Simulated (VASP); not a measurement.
Here is the system:

```
AuZn
1.0
    3.11833     0.00000     0.00000
    0.00000     3.11833     0.00000
    0.00000     0.00000     3.11833
Zn Au
1 1
Direct
  0.50000   0.50000   0.50000
  0.00000   0.00000   0.00000
```

Level of theory: MS2 meta-GGA, VASP's PBE PAW potentials (set 64) (plane waves; VASP). Settings: 520 eV cut-off, 11×11×11 Γ-centred mesh, first-order Methfessel-Paxton smearing of 0.10 eV, potentials Zn Au.

Unless said otherwise, spin-orbit coupling is left out, though it shifts the bands of the heavy elements here.

**Question.** Predict the energy per atom (σ→0), band gap (on the k-mesh) with the smallest direct gap where there is one.

**Answer.** 
- band gap (on the k-mesh) = none (metal, semimetal or under 0.01 eV)
- energy per atom (σ→0) = 6.115 eV/atom

The absolute energy has meaning only against runs of the same code, potentials and settings.

The compound is AuZn in the CsCl type structure. It was relaxed first. The start is the result of an earlier pass. The electron count is odd and the run is not spin-polarised, which forces a metal.
